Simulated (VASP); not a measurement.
# Driving VASP from ASE on Al2Cu (Khatyrkite)

Do ASE scripts that read Al2Cu (Khatyrkite) from different structure formats give one answer, and do several routes find one equilibrium volume? All runs use r2SCAN. Left out of this account: 1 further run (self-consistent run: a reference on another mesh). The start is a cell from a database of measured crystal structures.

Calculated with VASP 6.6.1; r2SCAN; plane waves and PAW (Al, Cu).

This is a report of a sequence of runs, with most program output left out.

## Step 1: Starting point

Symmetry: I4/mcm, No. 140, tetragonal system. The conventional cell has a = 6.067 Å, b = 6.067 Å, c = 4.877 Å, α = 90.00°, β = 90.00°, γ = 90.00°. Al has 4 Cu at 2.59 Å and 1 Al at 2.71 Å nearest. Nearest to Cu lie 2 Cu at 2.44 Å and 8 Al at 2.59 Å. Farther neighbours are not listed.

Structure file:

```cif
data_structure
_symmetry_space_group_name_H-M 'I4/mcm'
_symmetry_Int_Tables_number 140
_cell_length_a 6.0670
_cell_length_b 6.0670
_cell_length_c 4.8770
_cell_angle_alpha 90.000
_cell_angle_beta 90.000
_cell_angle_gamma 90.000
_cell_volume 179.52
loop_
_atom_site_label
_atom_site_type_symbol
_atom_site_symmetry_multiplicity
_atom_site_Wyckoff_symbol
_atom_site_fract_x
_atom_site_fract_y
_atom_site_fract_z
_atom_site_occupancy
Al1 Al 8 h 0.15810 0.65810 0.50000 1
Cu1 Cu 4 a 0.00000 0.00000 0.75000 1
```

## Step 2: Total energy, forces and stress (r2SCAN, through ASE)

A single point through ASE, with the structure read from an extended xyz file.

The input, run.py:

```python
import numpy as np
from ase.calculators.vasp import Vasp
from ase.io import read
from ase.dft.bandgap import bandgap

atoms = read('Al2Cu.xyz')

calc = Vasp(
    xc='r2scan',
    pp='PBE',
    prec='Accurate',
    encut=400,
    ediff=1e-06,
    nelm=100,
    ismear=-1,
    sigma=0.05,
    lreal=False,
    algo='Normal',
    lasph=True,
    nbands=23,
    lorbit=11,
    lwave=False,
    lcharg=False,
    kpar=4,
    isif=2,
    pp_version='64',
    setups={'Al': '', 'Cu': ''},
    kpts=(8, 8, 8),
    gamma=True,
    txt='vasp.out',
)
atoms.calc = calc

print("energy (eV):", round(atoms.get_potential_energy(), 6))
print("Fermi level (eV):", round(calc.get_fermi_level(), 4))
print("forces (eV/A):")
print(np.round(atoms.get_forces(), 4))
print("stress (GPa, Voigt, tension positive):", np.round(atoms.get_stress() * 160.21766, 3))
gap, p1, p2 = bandgap(calc, direct=False)
print("gap on the mesh (eV):", round(gap, 4))
```

The input, Al2Cu.xyz:

```xyz
6
Lattice="-3.0335000000 3.0335000000 2.4385000000 3.0335000000 -3.0335000000 2.4385000000 3.0335000000 3.0335000000 -2.4385000000" Properties=species:S:1:pos:R:3 pbc="T T T"
Al     0.9591927000      3.9926927000      0.0000000000
Al     2.0743073000      0.9591927000      0.0000000000
Al     2.0743073000     -0.9591927000      2.4385000000
Al     0.9591927000      2.0743073000      2.4385000000
Cu     0.0000000000      0.0000000000      1.2192500000
Cu     0.0000000000      0.0000000000      3.6577500000
```

Potentials, in the order of the species: Al and Cu (PBE family, release 64).

Started as:

```sh
$ export ASE_VASP_COMMAND="mpirun -np 4 vasp_std"
$ python run.py
```

Run time: 30 s. Hardware: 4 MPI ranks of Intel Xeon 6975P-C (Granite Rapids), shared host; peak memory 0.87 GiB.

The PAW data sets were made with PBE, which is usual practice but a small mismatch for other functionals. At this level the cell is under a tension of 4.4 GPa, so at these settings it is away from equilibrium.

Numbers from this step:

| Item | Value |
| --- | --- |
| SCF cycles | 17 |
| electrons | 34 |
| bands | 23 |
| irreducible k-points | 59 |
| symmetry operations | 16 |
| free energy (TOTEN) | -49.48 eV |
| energy at zero smearing | -49.47 eV |
| Fermi energy | 7.869 eV |
| pressure | -4.428 GPa |
| metallic | yes |

Force by atom:

| atom | x (eV/Å) | y (eV/Å) | z (eV/Å) | size |
| --- | --- | --- | --- | --- |
| Al1 | 0.0659 | 0.0659 | 0.0000 | 0.0932 |
| Al2 | -0.0659 | 0.0659 | 0.0000 | 0.0932 |
| Al3 | -0.0659 | -0.0659 | 0.0000 | 0.0932 |
| Al4 | 0.0659 | -0.0659 | 0.0000 | 0.0932 |
| Cu5 | 0.0000 | 0.0000 | 0.0000 | 0.0000 |
| Cu6 | 0.0000 | 0.0000 | 0.0000 | 0.0000 |

The pressure is -4.43 GPa and the largest force 0.093 eV/Å, so the cell is not at a minimum at these settings.

## Step 3: A single point (r2SCAN, through ASE)

System of this step: Al2Cu (Khatyrkite). The structure is tetragonal, space group I4/mcm (No. 140). Conventional cell: a = 6.067 Å, b = 6.067 Å, c = 4.877 Å, α = 90.00°, β = 90.00°, γ = 90.00°. Nearest to Al lie 4 Cu at 2.59 Å and 1 Al at 2.71 Å. Nearest to Cu lie 2 Cu at 2.44 Å and 8 Al at 2.59 Å. Farther neighbours are not listed.

The single point through ASE, with the structure read from a CIF with its space group. The file expands to the conventional cell of 12 atoms, on a 3×3×4 mesh.

Edit run.py of step 2 so:

```diff
@@ -5,3 +5,3 @@
 
-atoms = read('Al2Cu.xyz')
+atoms = read('Al2Cu.cif')
 
@@ -19,3 +19,3 @@
     lasph=True,
-    nbands=23,
+    nbands=46,
     lorbit=11,
@@ -27,3 +27,3 @@
     setups={'Al': '', 'Cu': ''},
-    kpts=(8, 8, 8),
+    kpts=(3, 3, 4),
     gamma=True,
```

The input, Al2Cu.cif:

```cif
data_Al2Cu
_cell_length_a 6.06700000
_cell_length_b 6.06700000
_cell_length_c 4.87700000
_cell_angle_alpha 90.00000000
_cell_angle_beta 90.00000000
_cell_angle_gamma 90.00000000
_space_group_name_H-M_alt 'I4/mcm'
_space_group_name_Hall '-I 4 2c'
_space_group_IT_number 140
loop_
_space_group_symop_operation_xyz
'x,y,z'
'-x,-y,-z'
'-y,x,z'
'y,-x,-z'
'-x,-y,z'
'x,y,-z'
'y,-x,z'
'-y,x,-z'
'x,-y,-z+1/2'
'-x,y,z+1/2'
'-y,-x,-z+1/2'
'y,x,z+1/2'
'-x,y,-z+1/2'
'x,-y,z+1/2'
'y,x,-z+1/2'
'-y,-x,z+1/2'
'x+1/2,y+1/2,z+1/2'
'-x+1/2,-y+1/2,-z+1/2'
'-y+1/2,x+1/2,z+1/2'
'y+1/2,-x+1/2,-z+1/2'
'-x+1/2,-y+1/2,z+1/2'
'x+1/2,y+1/2,-z+1/2'
'y+1/2,-x+1/2,z+1/2'
'-y+1/2,x+1/2,-z+1/2'
'x+1/2,-y+1/2,-z'
'-x+1/2,y+1/2,z'
'-y+1/2,-x+1/2,-z'
'y+1/2,x+1/2,z'
'-x+1/2,y+1/2,-z'
'x+1/2,-y+1/2,z'
'y+1/2,x+1/2,-z'
'-y+1/2,-x+1/2,z'
loop_
_atom_site_label
_atom_site_type_symbol
_atom_site_symmetry_multiplicity
_atom_site_Wyckoff_symbol
_atom_site_fract_x
_atom_site_fract_y
_atom_site_fract_z
_atom_site_occupancy
Al1 Al 8 h 0.6581000000 0.1581000000 0.0000000000 1
Cu1 Cu 4 a 0.0000000000 0.0000000000 0.7500000000 1
```

The job ended after 31 s (4 MPI ranks; peak memory 0.93 GiB; 2 min of CPU time).

The k-mesh is coarse for a metal. At this level the cell is under a tension of 4.2 GPa, so at these settings it is away from equilibrium.

Numbers from this step:

```
electrons               : 68
bands                   : 46
irreducible k-points    : 9
free energy (TOTEN)     : -98.9334 eV
energy at zero smearing : -98.9061 eV
Fermi energy            : 7.983 eV
pressure                : -4.220 GPa
```

Force by atom:

| atom | x (eV/Å) | y (eV/Å) | z (eV/Å) | size |
| --- | --- | --- | --- | --- |
| Al1 | 0.079 | 0.079 | 0.000 | 0.111 |
| Al2 | -0.079 | -0.079 | 0.000 | 0.111 |
| Al3 | -0.079 | 0.079 | 0.000 | 0.111 |
| Al4 | 0.079 | -0.079 | 0.000 | 0.111 |
| Al5 | 0.079 | -0.079 | 0.000 | 0.111 |
| Al6 | -0.079 | 0.079 | 0.000 | 0.111 |
| Al7 | -0.079 | -0.079 | 0.000 | 0.111 |
| Al8 | 0.079 | 0.079 | 0.000 | 0.111 |
| Cu9 | 0.000 | 0.000 | 0.000 | 0.000 |
| Cu10 | 0.000 | 0.000 | 0.000 | 0.000 |
| Cu11 | 0.000 | 0.000 | 0.000 | 0.000 |
| Cu12 | 0.000 | 0.000 | 0.000 | 0.000 |

The energy lies +3.34 meV an atom from the first script, since this cell and mesh sample the zone at other points.

## Step 4: Full relaxation (r2SCAN, through ASE)

System of this step: Al2Cu (Khatyrkite). Symmetry: I4/mcm, No. 140, tetragonal system. Conventional cell: a = 6.067 Å, b = 6.067 Å, c = 4.877 Å, α = 90.00°, β = 90.00°, γ = 90.00°. Nearest to Al lie 4 Cu at 2.59 Å and 1 Al at 2.71 Å. Nearest to Cu lie 2 Cu at 2.44 Å and 8 Al at 2.59 Å. Farther neighbours are not listed.

Properties are meant for the cell that this level of theory prefers, so cell and atoms are relaxed first (ISIF = 3) until forces and stress are small; EDIFFG sets the threshold.

Edit run.py of step 3 so:

```diff
@@ -3,3 +3,2 @@
 from ase.io import read
-from ase.dft.bandgap import bandgap
 
@@ -19,3 +18,3 @@
     lasph=True,
-    nbands=46,
+    nbands=23,
     lorbit=11,
@@ -24,6 +23,9 @@
     kpar=4,
-    isif=2,
+    ibrion=2,
+    nsw=60,
+    isif=3,
+    ediffg=-0.01,
     pp_version='64',
     setups={'Al': '', 'Cu': ''},
-    kpts=(3, 3, 4),
+    kpts=(8, 8, 8),
     gamma=True,
@@ -38,3 +40,5 @@
 print("stress (GPa, Voigt, tension positive):", np.round(atoms.get_stress() * 160.21766, 3))
-gap, p1, p2 = bandgap(calc, direct=False)
-print("gap on the mesh (eV):", round(gap, 4))
+print("cell (A, degrees):", np.round(atoms.cell.cellpar(), 4))
+print("volume (A^3):", round(atoms.get_volume(), 4))
+print("positions:")
+print(np.round(atoms.get_scaled_positions(), 5))
```

The input, Al2Cu.cif:

```cif
data_Al2Cu
_cell_length_a 4.93462529
_cell_length_b 4.93462529
_cell_length_c 4.93462529
_cell_angle_alpha 104.13427876
_cell_angle_beta 104.13427876
_cell_angle_gamma 120.77110125
_space_group_name_H-M_alt 'P1'
_space_group_name_Hall 'P 1'
_space_group_IT_number 1
loop_
_space_group_symop_operation_xyz
'x,y,z'
loop_
_atom_site_label
_atom_site_type_symbol
_atom_site_symmetry_multiplicity
_atom_site_Wyckoff_symbol
_atom_site_fract_x
_atom_site_fract_y
_atom_site_fract_z
_atom_site_occupancy
Al1 Al 1 a 0.6581000000 0.1581000000 0.8162000000 1
Al2 Al 1 a 0.1581000000 0.3419000000 0.5000000000 1
Al3 Al 1 a 0.3419000000 0.8419000000 0.1838000000 1
Al4 Al 1 a 0.8419000000 0.6581000000 0.5000000000 1
Cu1 Cu 1 a 0.2500000000 0.2500000000 0.0000000000 1
Cu2 Cu 1 a 0.7500000000 0.7500000000 0.0000000000 1
```

The job ended after 85 s (4 MPI ranks; peak memory 0.92 GiB; 5.5 min of CPU time).

The run keeps the 16 symmetry operations of its start, so it cannot find a distortion of lower symmetry.

The steps of the relaxation:

| step | energy less that of the first step (eV) | largest force (eV/Å) | pressure (GPa) | volume (Å³) |
| --- | --- | --- | --- | --- |
| 1 | 0.0000 | 0.0932 | -4.43 | 89.76 |
| 2 | -0.0504 | 0.0164 | 2.18 | 84.49 |
| 3 | -0.0602 | 0.0183 | 0.15 | 85.94 |
| 4 | -0.0613 | 0.0062 | 0.01 | 86.04 |

| conventional cell, symmetrised | before | after | change |
| --- | --- | --- | --- |
| a (Å) | 6.067 | 6.010 | -0.9 % |
| b (Å) | 6.067 | 6.010 | -0.9 % |
| c (Å) | 4.877 | 4.765 | -2.3 % |
| volume (Å³/atom) | 14.96 | 14.34 | -4.1 % |

The relaxed structure:

```xyz
6
Lattice="4.8716 -0.0285 0.0000 -2.5169 4.1712 0.0000 -1.1774 -2.0713 4.2494" Properties=species:S:1:pos:R:3 pbc="T T T"
Al    1.8471   -1.0499    3.4724
Al   -0.6755    0.3839    2.1247
Al   -0.6698    3.1213    0.7770
Al    1.8528    1.6874    2.1247
Cu    0.5887    1.0357    0.0000
Cu    1.7661    3.1070    0.0000
```

This step gave:

```
electrons                       : 34
bands                           : 23
irreducible k-points            : 59
free energy (TOTEN)             : -49.54 eV
energy at zero smearing         : -49.54 eV
Fermi energy                    : 8.344 eV
pressure                        : 0.01420 GPa
SCF cycles over all ionic steps : 45
```

It ends with a largest force of 0.006 eV/Å and a pressure of 0.01 GPa.

## Step 5: Energy against volume, from ASE (r2SCAN)

An ASE loop scales the volume and fits the energies, which gives the bulk modulus from energies alone.

The input, run.py:

```python
import numpy as np
from ase.calculators.vasp import Vasp
from ase.io import read
from ase.eos import EquationOfState
from ase.units import GPa

atoms = read('structure.vasp')

calc = Vasp(
    xc='r2scan',
    pp='PBE',
    prec='Accurate',
    encut=400,
    ediff=1e-06,
    nelm=100,
    ismear=-1,
    sigma=0.05,
    lreal=False,
    algo='Normal',
    lasph=True,
    nbands=23,
    lorbit=11,
    lwave=False,
    lcharg=False,
    kpar=4,
    isif=2,
    pp_version='64',
    setups={'Al': '', 'Cu': ''},
    kpts=(8, 8, 8),
    gamma=True,
    txt='vasp.out',
)
atoms.calc = calc

cell, volumes, energies = atoms.get_cell(), [], []
for x in [0.94, 0.96, 0.98, 1.0, 1.02, 1.04, 1.06]:
    atoms.set_cell(cell * x ** (1 / 3), scale_atoms=True)
    volumes.append(atoms.get_volume())
    energies.append(atoms.get_potential_energy())
    print(f"{x:.2f}  V = {volumes[-1]:.4f} A^3  E = {energies[-1]:.6f} eV")
v0, e0, b0 = EquationOfState(volumes, energies, eos="birchmurnaghan").fit()
print(f"V0 = {v0:.4f} A^3  E0 = {e0:.6f} eV  B0 = {b0 / GPa:.2f} GPa")
```

The input, structure.vasp:

```
Al2Cu
1.0
   -3.0335000000      3.0335000000      2.4385000000
    3.0335000000     -3.0335000000      2.4385000000
    3.0335000000      3.0335000000     -2.4385000000
Al Cu
4 2
Direct
    0.6581000000      0.1581000000      0.8162000000
    0.1581000000      0.3419000000      0.5000000000
    0.3419000000      0.8419000000      0.1838000000
    0.8419000000      0.6581000000      0.5000000000
    0.2500000000      0.2500000000      0.0000000000
    0.7500000000      0.7500000000      0.0000000000
```

The job ended after 4 min (4 MPI ranks; peak memory 0.96 GiB; 16 min of CPU time).

Numbers from this step:

* bulk modulus: 113.8 GPa
* equilibrium volume of the fit: 14.37 Å³/atom

The fitted volume lies +0.23 % from the relaxed one.

## Step 6: Relaxation driven by ASE (r2SCAN)

Here ASE drives the relaxation and calls VASP for forces and stress at each step.

The input, run.py:

```python
import numpy as np
from ase.calculators.vasp import Vasp
from ase import Atoms
from ase.optimize import BFGS
from ase.filters import FrechetCellFilter

atoms = Atoms(['Al', 'Al', 'Al', 'Al', 'Cu', 'Cu'],
              cell=[[-3.0335, 3.0335, 2.4385], [3.0335, -3.0335, 2.4385], [3.0335, 3.0335, -2.4385]],
              scaled_positions=[[0.6581, 0.1581, 0.8162], [0.1581, 0.3419, 0.5], [0.3419, 0.8419, 0.1838], [0.8419, 0.6581, 0.5], [0.25, 0.25, 0.0], [0.75, 0.75, 0.0]],
              pbc=True)

calc = Vasp(
    xc='r2scan',
    pp='PBE',
    prec='Accurate',
    encut=400,
    ediff=1e-06,
    nelm=100,
    ismear=-1,
    sigma=0.05,
    lreal=False,
    algo='Normal',
    lasph=True,
    nbands=23,
    lorbit=11,
    lwave=False,
    lcharg=False,
    kpar=4,
    isif=2,
    pp_version='64',
    setups={'Al': '', 'Cu': ''},
    kpts=(8, 8, 8),
    gamma=True,
    txt='vasp.out',
)
atoms.calc = calc

BFGS(FrechetCellFilter(atoms)).run(fmax=0.02, steps=30)
print("cell (A, degrees):", np.round(atoms.cell.cellpar(), 4))
print("volume (A^3):", round(atoms.get_volume(), 4))
print("energy (eV):", round(atoms.get_potential_energy(), 6))
print("Fermi level (eV):", round(calc.get_fermi_level(), 4))
print("forces (eV/A):")
print(np.round(atoms.get_forces(), 4))
print("stress (GPa, Voigt, tension positive):", np.round(atoms.get_stress() * 160.21766, 3))
```

The job ended after 5.3 min (4 MPI ranks; peak memory 0.87 GiB; 21 min of CPU time).

Numbers from this step:

```
optimizer steps   : 10
volume after bfgs : 14.33 Å³/atom
```

## Step 7: Side by side

```
                                                run  atoms   mesh  energy (eV/atom)  pressure (GPa)
      ASE, structure read from an extended xyz file      6  8×8×8          -8.24551          -4.428
ASE, structure read from a CIF with its space group     12  3×3×4          -8.24217          -4.220
```

## Step 8: Total energy, forces and stress (r2SCAN, through ASE), changed input

This run is made with a changed input; what comes of it follows.

Edit run.py of step 6 so:

```diff
@@ -3,4 +3,3 @@
 from ase import Atoms
-from ase.optimize import BFGS
-from ase.filters import FrechetCellFilter
+from ase.dft.bandgap import bandgap
 
@@ -17,4 +16,4 @@
     ediff=1e-06,
-    nelm=100,
-    ismear=-1,
+    nelm=94,
+    ismear=-5,
     sigma=0.05,
@@ -31,3 +30,3 @@
     setups={'Al': '', 'Cu': ''},
-    kpts=(8, 8, 8),
+    kpts=(2, 1, 1),
     gamma=True,
@@ -37,5 +36,2 @@
 
-BFGS(FrechetCellFilter(atoms)).run(fmax=0.02, steps=30)
-print("cell (A, degrees):", np.round(atoms.cell.cellpar(), 4))
-print("volume (A^3):", round(atoms.get_volume(), 4))
 print("energy (eV):", round(atoms.get_potential_energy(), 6))
@@ -45 +41,3 @@
 print("stress (GPa, Voigt, tension positive):", np.round(atoms.get_stress() * 160.21766, 3))
+gap, p1, p2 = bandgap(calc, direct=False)
+print("gap on the mesh (eV):", round(gap, 4))
```

Run time: 4.2 s. Hardware: 4 MPI ranks.

The input was rejected at the start.

VASP's message: “IBZKPT: tetrahedron method fails for NKPT<4. NKPT = 2”. No number of this run is used.

The fault in the input: tetrahedra on too few k points (ISMEAR = -5 and k-mesh = [2, 1, 1]). Use more k-points.

## Step 9: Outcome

```json
{
  "energy, ASE, structure read from an extended xyz file": "-8.24551 eV/atom",
  "energy, ASE, structure read from a CIF with its space group": "-8.24217 eV/atom",
  "volume from VASP's own relaxation": "14.34 Å³/atom",
  "volume from the fit of the ASE volume loop": "14.37 Å³/atom",
  "volume from BFGS in ASE": "14.33 Å³/atom"
}
```

With the structure read from a CIF with its space group, ASE's run differs from the first script by +3.3 meV an atom, on the larger cell and its own mesh. The routes to the equilibrium volume agree within 0.28 %. VASP's relaxation keeps the plane waves of its start, while ASE starts VASP afresh at each cell, and a loop at fixed shape can't relax anything but the volume.

[Lines on the potential files, build, host, timing and source positions are cut from VASP's logs without a mark.]

[Logs are printed without paths, hosts, clocks, repeated set-up lines and the standing remarks that a program may print on its own settings, such as how far it seeks lower states.]

[Hosts, paths, dates, database ids (printed as entryN), source tags and the programs' standing remarks are cut or masked in the printed files.]

[A measured line is paired with the nearest computed mode of its activity, which favours agreement.]
